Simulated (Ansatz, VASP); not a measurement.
# MoSeS in two plane-wave programs

One calculation is typed for both programs; each brings its own data sets. How far apart do they land? The cell is taken from a series of runs on this material, whose earlier steps may have relaxed, scaled, displaced or heated it; both programs get it as it stands.

Main program and level: Ansatz 0.2.0; plane waves, with VASP 6.6.1 beside it; PBEsol.

**1. The structure**

The cell holds 3 atoms: 1 Mo, 1 S and 1 Se. Cell: a = 3.203 Å, b = 3.155 Å, c = 30.400 Å, α = 90.0°, β = 90.0°, γ = 120.5°. Vacuum lies along c.

**2. Ansatz: zone-centre phonons, PBEsol, pair 1**

Ansatz runs on its PAW soft_1 files.

Second derivatives magnify differences that forces hide, and they need a tight electronic threshold.

Contents of input.yaml:

```yaml
crystal:
  lattice:
    - [3.2031081881, 0.0, 0.0]
    - [-1.601554094, 2.7184936008, 0.0]
    - [0.0, 0.0, 30.4]
  atoms:
    - { symbol: Mo, position: [0.3324173494, 0.6648346988, 0.3297566052] }
    - { symbol: S, position: [0.6671781412, 0.3343562824, 0.380268906] }
    - { symbol: Se, position: [0.6670711761, 0.3341423521, 0.2735271203] }
  periodic: [true, true, false]
kpoints:
  mp_grid: { grid: [12, 12, 1] }
hamiltonian:
  xc: pbesol
  pseudopotentials: { kind: paw, azcp: { folder: soft_1 }, xc_functional: pbe }
scf:
  occupations: { method: fixed }
output:
  eigenvalues: true
phonons:
  method: dfpt
```

Started as:

```bash
> ansatz run input.yaml --threads 4 --pin off --max-ram 16384MiB --backend cpu --events-out ev --progress --plain --runs-dir out
```

Numbers of over 12 decimals in the logs are rounded to 6 here.

The log of the run:

```text
zone centre: on kpoints.mp_grid the ground state, and the responses unless they are solved on pairs of k-points, stand on 43 of the mesh's 144 k-points, reduced under 2 symmetry operations, with k and −k counted as one. Each operation leaves every solved displacement unchanged or reverses it
Engine: ansatz 0.2.0, aarch64-unknown-linux-gnu
Pseudopotentials: kind: paw
Pseudopotential: Mo, paw, valence charge 14, recommended cutoff 420 eV (normal), soft_1/Mo.paw.azcp
Pseudopotential: S, paw, valence charge 6, recommended cutoff 420 eV (normal), soft_1/S.paw.azcp
Pseudopotential: Se, paw, valence charge 16, recommended cutoff 420 eV (normal), soft_1/Se.paw.azcp
Functional definition: PBEsol
  exchange = pbesol_x
  correlation = pbesol_c
Crystal: 3 atoms, lattice volume = 264.712 Å³
Basis set: ecut = 420 eV, 5181 PW (Γ), exchange–correlation on 48×48×432 points (8 copies of the dense FFT grid, shifted against one another)
Bands: 22, of which v1, the nominal top of the filled ones, is band 18 counted from 1 (17 counted from 0)
Symmetry: 2 space group operations
k-points: 43 of 144 (time reversal used)
Non-local potential: Mo, projectors of the file, l = 0: 3, l = 1: 2, l = 2: 2, l = 3: 1
Non-local potential: S, projectors of the file, l = 0: 2, l = 1: 2, l = 2: 1
Non-local potential: Se, projectors of the file, l = 0: 2, l = 1: 2, l = 2: 3, l = 3: 1
PAW form: soft (Blöchl's): semilocal exchange-correlation on the pseudo side does not see the compensation charge
PAW frozen core: Mo, regenerated for the run's functional, and the local potential with it (the file was generated under x = pbe(κ = 0.804, μ = 0.219515), c = pbe(β = 0.066725))
PAW frozen core: S, regenerated for the run's functional, and the local potential with it (the file was generated under x = pbe(κ = 0.804, μ = 0.219515), c = pbe(β = 0.066725))
PAW frozen core: Se, regenerated for the run's functional, and the local potential with it (the file was generated under x = pbe(κ = 0.804, μ = 0.219515), c = pbe(β = 0.066725))
PAW one-centre angular grid: Mo, 590 points (default); XC on 64 Gauss nodes
PAW one-centre angular grid: S, 110 points (default); XC on 64 Gauss nodes
PAW one-centre angular grid: Se, 590 points (default); XC on 64 Gauss nodes
Initial density: superposition of atomic densities (neutral atoms: chi_scale 0, normalization atom)
Initial wavefunctions: pseudopotential atomic-orbital guess
Functional: x = pbesol(κ = 0.804, μ = 0.123457), c = pbesol(β = 0.046)
SCF iter   1: F=—  HF=-11210.289192 eV  |F-HF|=—  |Δ(HF+E_count)|=         —  Δρ=3.54e-2  dr2=4.84e0  ethr=3.10e-3  ⟨swp⟩=7.2  Hψ=5468  notcnv=0  defer=75
preconditioner: auto → Resta (q_TF=auto, 1.956 Å⁻¹)  ε∞=2.2  [insulator: Δε(μ)=1.691 eV  Ē_g=8.795 eV  n_scr=18 (ndim 8)  ℏωp=9.7 eV  f_vac=0.762  ε∞_Penn≈2.2  vacuum switching on, ρ_ref=5.6e-3 e/Å³]
SCF iter   2: F=—  HF=-11209.745945 eV  |F-HF|=—  |Δ(HF+E_count)|=   5.43e-1  Δρ=2.41e-2  dr2=5.15e0  ethr=3.10e-3  ⟨swp⟩=4.8  Hψ=2985  notcnv=0  defer=74
SCF iter   3: F=—  HF=-11209.132093 eV  |F-HF|=—  |Δ(HF+E_count)|=   6.14e-1  Δρ=1.05e-2  dr2=3.00e-1  ethr=3.10e-3  ⟨swp⟩=4.9  Hψ=2265  notcnv=0  defer=83
SCF iter   4: F=—  HF=-11209.071916 eV  |F-HF|=—  |Δ(HF+E_count)|=   6.02e-2  Δρ=2.98e-3  dr2=2.96e-2  ethr=8.34e-4  ⟨swp⟩=3.3  Hψ=1899  notcnv=0  defer=83
SCF iter   5: F=—  HF=-11209.076714 eV  |F-HF|=—  |Δ(HF+E_count)|=   4.80e-3  Δρ=1.88e-3  dr2=8.69e-2  ethr=8.23e-5  ⟨swp⟩=4.5  Hψ=1963  notcnv=0  defer=86
SCF iter   6: F=—  HF=-11209.069612 eV  |F-HF|=—  |Δ(HF+E_count)|=   7.10e-3  Δρ=3.57e-4  dr2=4.15e-4  ethr=8.23e-5  ⟨swp⟩=3.7  Hψ=1343  notcnv=0  defer=85
SCF iter   7: F=—  HF=-11209.069934 eV  |F-HF|=—  |Δ(HF+E_count)|=   3.23e-4  Δρ=1.46e-4  dr2=8.26e-5  ethr=1.15e-6  ⟨swp⟩=3.6  Hψ=2361  notcnv=0  defer=86
SCF iter   8: F=—  HF=-11209.069946 eV  |F-HF|=—  |Δ(HF+E_count)|=   1.18e-5  Δρ=4.22e-5  dr2=7.80e-6  ethr=2.29e-7  ⟨swp⟩=4.0  Hψ=2201  notcnv=0  defer=86
SCF iter   9: F=—  HF=-11209.069948 eV  |F-HF|=—  |Δ(HF+E_count)|=   1.89e-6  Δρ=1.81e-5  dr2=3.25e-6  ethr=2.17e-8  ⟨swp⟩=3.0  Hψ=2025  notcnv=0  defer=85
SCF iter  10: F=—  HF=-11209.069939 eV  |F-HF|=—  |Δ(HF+E_count)|=   8.77e-6  Δρ=5.76e-6  dr2=1.73e-7  ethr=9.04e-9  ⟨swp⟩=2.1  Hψ=1317  notcnv=0  defer=83
SCF iter  11: F=—  HF=-11209.069939 eV  |F-HF|=—  |Δ(HF+E_count)|=   3.77e-8  Δρ=1.02e-6  dr2=3.97e-9  ethr=4.80e-10  ⟨swp⟩=3.8  Hψ=2204  notcnv=0  defer=81
SCF iter  12: F=—  HF=-11209.069939 eV  |F-HF|=—  |Δ(HF+E_count)|=   4.92e-9  Δρ=6.61e-7  dr2=4.01e-9  ethr=1.10e-11  ⟨swp⟩=4.1  Hψ=2220  notcnv=0  defer=80
SCF iter  13: F=—  HF=-11209.069939 eV  |F-HF|=—  |Δ(HF+E_count)|=  2.00e-10  Δρ=4.61e-7  dr2=1.68e-9  ethr=1.10e-11  ⟨swp⟩=2.5  Hψ=1238  notcnv=0  defer=80
SCF iter  14: F=—  HF=-11209.069939 eV  |F-HF|=—  |Δ(HF+E_count)|=  3.82e-11  Δρ=1.61e-7  dr2=1.79e-10  ethr=4.67e-12  ⟨swp⟩=2.1  Hψ=1145  notcnv=0  defer=78
SCF iter  15: F=-11209.069939 eV  HF=-11209.069939 eV  |F-HF|=9.09e-12  |Δ(HF+E_count)|=  1.71e-10  Δρ=4.39e-8  dr2=4.67e-12  ethr=1.00e-12  ⟨swp⟩=19.4  Hψ=9436  notcnv=0
SCF 1 converged in 15 iterations: F = -11209.069939 eV  dr2 = 4.67e-12
  greatest PAW one-centre occupation: 1.000 electrons in one spin orbital (limit 2), on the Se atom at site 2 (counted from 0), in its partial waves of l = 2
DFPT response loops at Γ: preconditioner auto → none (the input reference at scf.mixing.eps_inf says where Resta's filter doesn't serve); β = 0.50; Broyden in place of MSR1
SCF converged after 15 iterations
Free energy (F): -11209.069939 eV
Harris-Foulkes:  -11209.069939 eV  (|F-HF|=9.09e-12)
Internal energy: -11209.069939 eV  (E = F + TS)
E sigma→0 (E₀):  -11209.069939 eV
Fermi energy:    -5.635397 eV
--- Per-component energies (eV) ---
  E_band       = -1097.765110
  E_kinetic    = 641.169981
  E_local      = -85903.162002  (includes V_loc(G=0)·N_el)
  E_nonlocal   = -167.936800
  E_hartree    = 42542.640752
  E_xc         = -348.952037
  E_vxc        = -393.627582  (∫ρ·V_xc dr)
  E_paw        = -5832.771495  (= ΣΔE_a)
  E_vpaw       = -359.490011  (= ΣTr[D̂ρ^β])
  E_aug_tail   = -0.000321  (compensation charges beyond the density's cutoff)
  E_ewald      = 37858.662281
  E_core_change = 1.279701  (= ΣΔE_core)
  E_smearing   = -0.000000  (= −TS)
  E_closure    = -0.000000  (closes the sum)
  Σ components = -11209.069939   (vs F -11209.069939, Δ=0.00e0)
--- Band table (eV; the first three rows and the last of 43) ---
  k-point 0: bands = [... 14 lower, -7.7644, -6.7944, -6.6407, -5.8357, -2.6703, -2.5544, -2.3431, -2.1517]
  k-point 1: bands = [... 14 lower, -7.8744, -6.9522, -6.6259, -5.8367, -2.7742, -2.6141, -2.6097, -2.3839]
  k-point 2: bands = [... 14 lower, -7.9046, -7.2141, -6.7521, -5.9765, -3.3823, -2.9150, -2.9045, -2.0562]
  k-point 42: bands = [... 14 lower, -8.9359, -8.6406, -7.3624, -6.0138, -3.5780, -2.8957, -2.5991, -1.0331]
--- Phonons (Γ-DFPT): 9 representative perturbations + reference, on 43 of 144 k-points (Σ response iterations 40) ---
  k mesh reduced under 2 symmetry operations, with k and −k counted as one. Each operation leaves every solved displacement unchanged or reverses it
  ASR residual: 9.642e-5 → 0.000e0 eV/Å²; symmetrization residual: 1.351e-5 eV/Å²
  ASR residual per site (eV/Å²): 9.64e-5 3.95e-6 4.23e-5
  Γ frequencies (cm⁻¹): 0.00 0.00 0.00 207.25 208.85 291.63 356.33 360.52 446.03
  non-analytic LO–TO correction: not included (Born effective charges unavailable; polar crystals: no LO–TO splitting at Γ)
```

In the SCF lines HF is the Harris–Foulkes energy and dr2 the Hartree energy of the density residual, in eV; the loop may stop once dr2 is under the threshold and the program's other checks hold. Hψ counts applications of the Hamiltonian.

[end of part 1 of 3]

[Lines on the potential files, build, host, timing and source positions are cut from VASP's logs without a mark.]

[Logs are printed without paths, hosts, clocks, repeated set-up lines and the standing remarks that a program may print on its own settings, such as how far it seeks lower states.]

[Hosts, paths, dates, database ids (printed as entryN), source tags and the programs' standing remarks are cut or masked in the printed files.]
